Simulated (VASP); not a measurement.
# Li3Be4B4O12 (a cell with a defect) in VASP: a series of runs

The runs below take Li3Be4B4O12 (a cell with a defect) through single point, with PBEsol.

All numbers are computed with VASP 6.6.1; they aren't measurements. Logs are shortened: lines on timing, memory, paths and dates and some standing lists are left out, and cuts for length are marked.

**1. The crystal as given**

The cell holds a defect, 23 atoms: a = 8.023 Å, b = 4.728 Å, c = 5.894 Å, α = 93.76°, β = 113.25°, γ = 89.16°.

**2. Single point, PBEsol**

Contents of INCAR:

```
ALGO = Fast
EDIFF = 1E-6
ENCUT = 520
GGA = PS
ISIF = 2
ISMEAR = -1
LASPH = T
LCHARG = F
LREAL = Auto
LWAVE = F
NBANDS = 68
NELECT = 102.0
NELM = 100
PREC = Accurate
SIGMA = 0.05
```

Contents of KPOINTS:

```
k-points
0
Gamma
  2 2 2
```

Contents of POSCAR:

```
Li3Be4B4O12
1.0
   -6.8963870000     -4.0992610000      0.0000000000
    2.3556130000     -4.0992610000      0.0000000000
    1.8203680000      1.4917380000      5.4037220000
Li Be B O
3 4 4 12
Direct
    0.0260760959      0.8235594049      0.1225266585
    0.5749078632      0.3134975470      0.1816710778
    0.4206094104      0.7287863313      0.8790237544
    0.9668882439      0.3047714170      0.3683387117
    0.0549297073      0.7179338124      0.6696680547
    0.4518848366      0.7630954038      0.3563099656
    0.5456077113      0.1638137308      0.6695570201
    0.2656761749      0.2832583187      0.2888749643
    0.7298879806      0.6546587190      0.7128049889
    0.7622810886      0.8614684750      0.2718126506
    0.2449128380      0.2197216117      0.7372325963
    0.1165617123      0.1711786161      0.2957776140
    0.8919696647      0.7852493005      0.8029280559
    0.2938672424      0.5377727421      0.1884441872
    0.6893744313      0.3728699294      0.6233111178
    0.1054097292      0.4022665861      0.6672067882
    0.9058085591      0.6624011041      0.3369899488
    0.6006872371      0.7324292591      0.2344865261
    0.4184636801      0.3368854445      0.8007258701
    0.7806081124      0.1320918139      0.2240307699
    0.2128058279      0.9348220212      0.7430434060
    0.5827856253      0.8232376893      0.7033115323
    0.4075887971      0.0985532271      0.3278110902
```

Potentials or basis: VASP PAW PBE potentials, release 64 (Li_sv, Be, B, O).

Started as:

```bash
$ cat potpaw_PBE.64/Li_sv/POTCAR potpaw_PBE.64/Be/POTCAR potpaw_PBE.64/B/POTCAR potpaw_PBE.64/O/POTCAR > POTCAR
$ mpirun -np 1 vasp_std > vasp.out
```

OUTCAR:

```text
EDIFF = 1E-6
   ENCUT = 520
   GGA = PS
   ISIF = 2
   ISMEAR = -1
   LASPH = T
   LREAL = Auto
   NELECT = 102.0
   NELM = 100
   PREC = Accurate

 ion  position               nearest neighbor table
   1  0.026  0.824  0.123-  13 1.76  12 1.87  17 2.05
   2  0.575  0.313  0.182-  20 1.78  18 1.99  19 2.11  23 2.16
   3  0.421  0.729  0.879-  21 1.84  19 1.88  18 2.02  22 2.03
   4  0.967  0.305  0.368-  12 1.54  20 1.60  16 1.71  17 1.75
   5  0.055  0.718  0.670-  16 1.54  21 1.55  13 1.79  17 1.85
   6  0.452  0.763  0.356-  18 1.62  14 1.62  23 1.63  22 1.90
   7  0.546  0.164  0.670-  15 1.64  22 1.64  19 1.68  23 1.88
   8  0.266  0.283  0.289-  12 1.33  23 1.38  14 1.43
   9  0.730  0.655  0.713-  13 1.34  15 1.39  22 1.40
  10  0.762  0.861  0.272-  20 1.35  18 1.37  17 1.42
  11  0.245  0.220  0.737-  16 1.35  21 1.38  19 1.40
  12  0.117  0.171  0.296-   8 1.33   4 1.54   1 1.87
  13  0.892  0.785  0.803-   9 1.34   1 1.76   5 1.79
  14  0.294  0.538  0.188-   8 1.43   6 1.62
  15  0.689  0.373  0.623-   9 1.39   7 1.64
  16  0.105  0.402  0.667-  11 1.35   5 1.54   4 1.71
  17  0.906  0.662  0.337-  10 1.42   4 1.75   5 1.85   1 2.05
  18  0.601  0.732  0.234-  10 1.37   6 1.62   2 1.99   3 2.02
  19  0.418  0.337  0.801-  11 1.40   7 1.68   3 1.88   2 2.11
  20  0.781  0.132  0.224-  10 1.35   4 1.60   2 1.78
  21  0.213  0.935  0.743-  11 1.38   5 1.55   3 1.84
  22  0.583  0.823  0.703-   9 1.40   7 1.64   6 1.90   3 2.03
  23  0.408  0.099  0.328-   8 1.38   6 1.63   7 1.88   2 2.16

  LATTYP: Found a triclinic cell.
 ALAT       =     5.8939997768
 B/A-ratio  =     1.3611679557
 C/A-ratio  =     0.8021514435
 COS(alpha) =     0.0147301565
 COS(beta)  =     0.0655613510
 COS(gamma) =     0.3948105729

  Lattice vectors:

 A1 = (   1.8203680000,   1.4917380000,   5.4037220000)
 A2 = (   6.8963870000,   4.0992610000,   0.0000000000)
 A3 = (  -2.3556130000,   4.0992610000,   0.0000000000)

Analysis of symmetry for initial positions (statically):
=====================================================================
 Subroutine PRICEL returns:
 Original cell was already a primitive cell.

 Routine SETGRP: Setting up the symmetry group for a
 triclinic supercell.

 Subroutine GETGRP returns: Found  1 space group operations
 (whereof  1 operations were pure point group operations)
 out of a pool of  2 trial point group operations.

The static configuration has the point symmetry C_1 .

Analysis of symmetry for dynamics (positions and initial velocities):
=====================================================================
 Subroutine PRICEL returns:
 Original cell was already a primitive cell.

 Routine SETGRP: Setting up the symmetry group for a
 triclinic supercell.

 Subroutine GETGRP returns: Found  1 space group operations
 (whereof  1 operations were pure point group operations)
 out of a pool of  2 trial point group operations.

The dynamic configuration has the point symmetry C_1 .

 Subroutine INISYM returns: Found  1 space group operations
 (whereof  1 operations are pure point group operations),
 and found     1 'primitive' translations

----------------------------------------------------------------------------------------

                                     Primitive cell

  volume of cell :     204.9435

  direct lattice vectors                    reciprocal lattice vectors
    -6.896387000 -4.099261000  0.000000000    -0.108084738 -0.062110174  0.053556809
     2.355613000 -4.099261000  0.000000000     0.108084738 -0.181836235  0.013786428
     1.820368000  1.491738000  5.403722000     0.000000000  0.000000000  0.185057632

  length of vectors
     8.022723627  4.727880429  5.893999777     0.135677250  0.211983000  0.185057632

  position of ions in fractional coordinates (direct lattice)
     0.026076096  0.823559405  0.122526658
     0.574907863  0.313497547  0.181671078
     0.420609410  0.728786331  0.879023754
     0.966888244  0.304771417  0.368338712
     0.054929707  0.717933812  0.669668055
     0.451884837  0.763095404  0.356309966
[... 15 lines left out ...]
     0.582785625  0.823237689  0.703311532
     0.407588797  0.098553227  0.327811090

  ion indices of the primitive-cell ions
   primitive index   ion index
                 1           1
                 2           2
                 3           3
                 4           4
                 5           5
                 6           6
[... 15 lines left out ...]
                22          22
                23          23

----------------------------------------------------------------------------------------

 KPOINTS: k-points

Automatic generation of k-mesh.
 Grid dimensions read from file:
 generate k-points for:    2    2    2

 Generating k-lattice:

  Cartesian coordinates                     Fractional coordinates (reciprocal lattice)
    -0.054042369 -0.031055087  0.026778404     0.500000000  0.000000000 -0.000000000
     0.054042369 -0.090918117  0.006893214     0.000000000  0.500000000 -0.000000000
     0.000000000  0.000000000  0.092528816     0.000000000  0.000000000  0.500000000

  Length of vectors
     0.067838625  0.105991500  0.092528816

  Shift w.r.t. Gamma in fractional coordinates (k-lattice)
     0.000000000  0.000000000  0.000000000

 Subroutine IBZKPT returns following result:
 ===========================================

 Found      8 irreducible k-points:

 Following reciprocal coordinates:
            Coordinates               Weight
  0.000000  0.000000  0.000000      1.000000
  0.500000 -0.000000  0.000000      1.000000
 -0.000000  0.500000  0.000000      1.000000
  0.500000  0.500000  0.000000      1.000000
  0.000000  0.000000  0.500000      1.000000
  0.500000 -0.000000  0.500000      1.000000
 -0.000000  0.500000  0.500000      1.000000
  0.500000  0.500000  0.500000      1.000000
   k-points           NKPTS =      8   k-points in BZ     NKDIM =      8   number of bands    NBANDS=     68
   number of dos      NEDOS =    301   number of ions     NIONS =     23
   total plane-waves  NPLWV = 103680
   dimension x,y,z NGX =    60 NGY =   36 NGZ =   48
   dimension x,y,z NGXF=   120 NGYF=   72 NGZF=   96
   ions per type =               3   4   4  12
   NGX,Y,Z   is equivalent  to a cutoff of  12.43, 12.66, 13.54 a.u.
   NGXF,Y,Z  is equivalent  to a cutoff of  24.87, 25.32, 27.08 a.u.
 SYSTEM =  unknown system
   PREC   = accura    normal or accurate (medium, high low for compatibility)
   ISTART =      0    job   : 0-new  1-cont  2-samecut
   ICHARG =      2    charge: 1-file 2-atom 10-const
   ISPIN  =      1    spin polarized calculation?
   LNONCOLLINEAR =      F non collinear calculations
   LSORBIT =      F    spin-orbit coupling
   LASPH  =      T    aspherical Exc in radial PAW
   ENCUT  =  520.0 eV  38.22 Ry    6.18 a.u.  14.92  8.79 10.96*2*pi/ulx,y,z
   NELM   =    100;   NELMIN=  2; NELMDL= -5     # of ELM steps
   EDIFF  = 0.1E-05   stopping-criterion for ELM
   LREAL  =      T    real-space projection
   EDIFFG = 0.1E-04   stopping-criterion for IOM
   NSW    =      0    number of steps for IOM
   IBRION =     -1    ionic relax: 0-MD 1-quasi-New 2-CG
   NFREE  =      0    steps in history (QN), initial steepest desc. (CG)
   ISIF   =      2    stress and relaxation
   ISYM   =      2    0-nonsym 1-usesym 2-fastsym
   POTIM  = 0.5000    time-step for ionic-motion
   TEBEG  =    0.0;   TEEND  =   0.0 temperature during run
   PSTRESS=    0.0 pullay stress
   NELECT =     102.0000    total number of electrons
   NUPDOWN=      -1.0000    fix difference up-down
   EMIN   =  10.00;   EMAX   =-10.00  energy-range for DOS
   EFERMI =   0.00;   METHOD = LEGACY
   ISMEAR =    -1;   SIGMA  =   0.05  broadening in eV -4-tet -1-fermi 0-gaus
   EFERMI_NEDOS =   21; number of points for ismear=-14 and -15
   IALGO  =     68    algorithm
   IMIX   =      4    mixing-type and parameters
     AMIX     =   0.40;   BMIX     =  1.00
     AMIX_MAG =   1.60;   BMIX_MAG =  1.00
  volume/ion in A,a.u.               =       8.91        60.13
  Fermi-wavevector in a.u.,A,eV,Ry     =   1.297369  2.451672 22.900865  1.683166
  Thomas-Fermi vector in A             =   2.428766
   LORBIT       =      0    0 simple, 1 ext, 2 COOP (PROOUT), +10 PAW based schemes
   GGA     = PS    functional components
   LHFCALC =     F    Hartree Fock is set to
   AEXX    =    0.0000 exact exchange contribution
   IVDW    =     0    specifies the selected vdW correction
   LEPSILON=     F    determine dielectric tensor
   LRPA    =     F    only Hartree local field effects (RPA)
 non-spin polarized calculation
 RMM-DIIS sequential band-by-band and
  energy-cutoff  :      520.00
  volume of cell :      204.94
 maximum number of plane-waves:      5558
 NGX is ok and might be reduce to    60
   NGX = 29   NGY = 17   NGZ = 21

 number of electron     102.0000011 magnetization

 Free energy of the ion-electron system (eV)
  ---------------------------------------------------
  ext. energy  EPLUGINS =         0.00000000
  ---------------------------------------------------
  free energy    TOTEN  =      -164.53218090 eV

  energy without entropy =     -164.53218090  energy(sigma->0) =     -164.53218090

 E-fermi :   2.9365     XC(G=0): -10.1445

 val. band max:        1.6425253267   @ k =   0.5000   0.5000   0.5000
 cond. band min:       6.5782619538   @ k =   0.0000   0.0000   0.0000
 fundamental gap:      4.9357366271
 Fermi energy:         2.9365175811

 k-point     1 :       0.0000    0.0000    0.0000
  band No.  band energies     occupation
      1     -40.8204      2.00000
      2     -40.8016      2.00000
      3     -40.7283      2.00000
      4     -18.3147      2.00000
      5     -17.6432      2.00000
      6     -17.4415      2.00000
[... 55 lines left out ...]
     62      11.4277      0.00000
     63      11.8384      0.00000

 k-point     2 :       0.5000   -0.0000    0.0000
  band No.  band energies     occupation
      1     -40.8204      2.00000
      2     -40.8016      2.00000
      3     -40.7283      2.00000
      4     -18.2551      2.00000
      5     -17.8207      2.00000
      6     -17.4275      2.00000
[... 395 lines left out ...]
      6     -17.4867      2.00000
[... 55 lines left out ...]
     62      11.0663      0.00000
     63      11.3598      0.00000
 [bands above 63 left out]

------------------------ aborting loop because EDIFF is reached ----------------------------------------

  FORCE on cell =-STRESS in cart. coord.  units (eV):
  Direction    XX          YY          ZZ          XY          YZ          ZX
  --------------------------------------------------------------------------------------
  -------------------------------------------------------------------------------------
  Total       14.8064410      1.5030375      5.8220408      1.6481048     -0.1832828     -3.0784013
  in kB      115.7516181     11.7502256     45.5146945     12.8843111     -1.4328412    -24.0658733
  external PRESSURE =      57.6721794 kB  Pullay stress =       0.0000000 kB

 VOLUME and BASIS-vectors are now :
 -----------------------------------------------------------------------------
  energy-cutoff  :      520.00
  volume of cell :      204.94
      direct lattice vectors                 reciprocal lattice vectors
    -6.896387000 -4.099261000  0.000000000    -0.108084738 -0.062110174  0.053556809
     2.355613000 -4.099261000  0.000000000     0.108084738 -0.181836235  0.013786428
     1.820368000  1.491738000  5.403722000     0.000000000  0.000000000  0.185057632

 POSITION                                       TOTAL-FORCE (eV/Angst)
 -----------------------------------------------------------------------------------
      1.98320     -3.30010      0.66210        -0.377574      0.125593      0.631247
     -2.89560     -3.37080      0.98170         0.892963      0.033500      0.372190
      0.41620     -3.40040      4.75000        -0.524405     -0.079859      0.172047
     -5.27960     -4.66340      1.99040         1.505788     -0.747610     -0.017650
      2.53140     -2.16920      3.61870         1.597191      0.667671     -0.354967
     -0.67020     -4.44900      1.92540         0.054206     -0.637697     -0.519615
[... 15 lines left out ...]
     -0.79960     -4.71450      3.80050         1.747931     -0.031962     -1.083097
     -1.98200     -1.58580      1.77140        -0.363392      0.340006      1.140092
 -----------------------------------------------------------------------------------
    total drift:                                0.005162      0.011713     -0.005512

  FREE ENERGIE OF THE ION-ELECTRON SYSTEM (eV)
  ---------------------------------------------------
  free  energy   TOTEN  =      -164.5321809024 eV

  energy  without entropy=     -164.5321809024  energy(sigma->0) =     -164.53218090
```

Wall time 6.2 min (1 thread of Intel Xeon Platinum 8488C (Sapphire Rapids), shared host); peak memory 0.35 GiB.

What came out:

* Free energy: -164.5322 eV
* Largest force: 3.027 eV/Å
* Band gap on the k mesh: 4.94 eV, indirect (least direct gap 5.02 eV)

Forces in eV/Å, atoms in the order of the input:
```
Li  -0.378  0.126  0.631
Li   0.893  0.034  0.372
Li  -0.524 -0.080  0.172
Be   1.506 -0.748 -0.018
Be   1.597  0.668 -0.355
Be   0.054 -0.638 -0.520
Be  -0.420 -1.326 -0.736
B   -1.511 -1.600 -2.079
B   -0.538  1.594 -0.434
B   -1.220  1.673 -0.193
B   -0.605  0.314  0.488
O    0.862 -0.289 -0.852
O   -2.077 -1.056 -0.771
O    1.321  0.977  2.154
O    0.724 -0.126  1.402
O    0.913  1.000 -0.158
O   -0.431 -1.515  0.465
O    0.568 -0.035 -0.362
O   -1.362  1.411 -0.415
O   -0.789  0.053  0.765
O    0.031 -0.745  0.385
O    1.748 -0.032 -1.083
O   -0.363  0.340  1.140
```

Caveat: the k mesh is coarse (spacing up to 0.67 Å⁻¹), so the values aren't converged; the cell carries a net charge on a neutralising background, which shifts energy and pressure; the cell is charged against a uniform background, so pressure and absolute levels hang on convention; the cutoff is under 1.25 times the usual one of these potentials, so pressure, stress and relaxed cells hold a basis-set (Pulay) error; the PAW data sets were made with another functional, which shifts forces and pressure a little. A hybrid or GW would open this gap; PBEsol tends to underestimate it.

**3. Single point, PBEsol**

Contents of INCAR:

```
SYSTEM = Li3Be4B4O12
PREC     = Accurate       ! precision mode
ENCUT    = 520            ! plane-wave cutoff, eV
EDIFF    = 1E-6           ! SCF threshold, eV
ISMEAR   = -1             ! smearing method
SIGMA    = 0.05           ! smearing width, eV
LREAL    = Auto         
LASPH    = .TRUE.         ! aspherical terms in the spheres
NELM     = 100            ! most SCF steps
ALGO     = Fast           ! electronic algorithm
ISIF     = 2              ! what is computed and relaxed
LWAVE    = .FALSE.        ! write WAVECAR
LCHARG   = .TRUE.         ! write CHGCAR
GGA      = PS             ! functional
LELF     = .TRUE.         ! ELF
LVHAR    = .TRUE.       
NELECT   = 102.0        
NBANDS   = 68             ! bands
```

Contents of KPOINTS:

```
regular mesh
0
G
  2 2 2
  0 0 0
```

Contents of POSCAR:

```
Li3Be4B4O12
1.0
   -6.8963870000     -4.0992610000      0.0000000000
    2.3556130000     -4.0992610000      0.0000000000
    1.8203680000      1.4917380000      5.4037220000
Li Be B O
3 4 4 12
Direct
    0.0814735560      0.7885264250      0.1486567962
    0.5675111890      0.3200942121      0.2697029936
    0.4119461880      0.6847205442      0.8610916698
    0.9724651718      0.3473549562      0.3796827446
    0.0559928543      0.7514358719      0.6651711543
    0.4589696008      0.7581484519      0.3674134236
    0.5381653696      0.1647488241      0.6280115816
    0.2596172076      0.2869791573      0.2740703537
    0.7169829308      0.6417642848      0.6767002448
    0.7790641174      0.8508986641      0.2756803551
    0.2377542329      0.2154221511      0.7333648918
    0.0875120382      0.2009088652      0.2502534364
    0.8800872463      0.7614821516      0.7614751462
    0.2975934369      0.5510454035      0.2667975888
    0.6894441130      0.3768323844      0.6309725038
    0.1079684825      0.4192558108      0.6912272689
    0.9409523217      0.7001295699      0.3417644357
    0.6085775849      0.7023639502      0.2172576606
    0.4222721491      0.2635513352      0.7873832148
    0.7938071260      0.1461671754      0.2677413827
    0.2023179475      0.9601943418      0.7868280419
    0.5652583965      0.8284110325      0.6408730871
    0.3958489341      0.0864898052      0.3114705013
```

Potentials or basis: VASP PAW PBE potentials, release 64 (Li_sv, Be, B, O).

Started as:

```bash
$ cat potpaw_PBE.64/Li_sv/POTCAR potpaw_PBE.64/Be/POTCAR potpaw_PBE.64/B/POTCAR potpaw_PBE.64/O/POTCAR > POTCAR
$ mpirun -np 1 vasp_std > vasp.out
```

Wall time 6 min (1 thread of Intel Xeon Platinum 8488C (Sapphire Rapids), shared host); peak memory 0.34 GiB.

The run converged. Its results:

```
Free energy            : -164.4121 eV
Largest force          : 5.150 eV/Å
Band gap on the k mesh : 5.06 eV, indirect (least direct gap 5.17 eV)
```

Forces on the atoms (eV/Å):
```
Li   0.643 -0.061 -0.443
Li  -1.396 -0.420 -0.587
Li  -0.340 -0.500  0.112
Be   0.839  0.498 -0.642
Be   1.729  2.769 -0.666
Be   0.277 -1.519 -1.907
Be   0.054  0.011  0.617
B    0.211  3.877 -0.206
B    1.296 -3.325  1.612
B    1.512 -0.798 -0.290
B   -0.955 -1.116  1.393
O   -2.162 -1.248  0.185
O   -1.338 -2.339  0.689
O    0.843 -2.707 -0.428
O   -0.767  5.015 -0.882
O   -0.495 -0.358 -0.902
O   -0.238  0.760  0.345
O   -0.016 -1.353  0.319
O    1.221 -0.866 -0.773
O    0.197  2.272  0.359
O   -1.136  1.117  0.217
O   -0.650  0.727  1.839
O    0.670 -0.435  0.039
```

Levels at points of the mesh, in eV from the valence-band top:
```
           k point  band 48  band 49  band 50  band 51  band 52  band 53  band 54  band 55
(0.00, 0.00, 0.00)    -0.96    -0.78    -0.67    -0.10     5.06     5.92     6.37     6.91
(0.50, 0.00, 0.00)    -1.02    -0.89    -0.65    -0.17     5.66     5.88     6.12     6.50
(0.00, 0.50, 0.00)    -1.05    -0.79    -0.65    -0.04     6.06     6.22     6.60     6.79
(0.50, 0.50, 0.00)    -0.90    -0.79    -0.59    -0.02     6.09     6.22     6.64     6.91
(0.00, 0.00, 0.50)    -1.00    -0.82    -0.73    -0.11     5.79     6.38     6.45     7.01
(0.50, 0.00, 0.50)    -1.03    -0.83    -0.67    -0.14     5.96     6.16     6.47     6.96
(0.00, 0.50, 0.50)    -1.01    -0.92    -0.63     0.00     6.16     6.28     6.44     6.96
(0.50, 0.50, 0.50)    -1.03    -0.91    -0.55    -0.01     6.12     6.23     6.50     7.02
```

Caveat: the k mesh is coarse (spacing up to 0.67 Å⁻¹), so the values aren't converged; the cell carries a net charge on a neutralising background, which shifts energy and pressure; the cell is charged against a uniform background, so pressure and absolute levels hang on convention; the cutoff is under 1.25 times the usual one of these potentials, so pressure, stress and relaxed cells hold a basis-set (Pulay) error; the PAW data sets were made with another functional, which shifts forces and pressure a little.

[end of part 1 of 2]
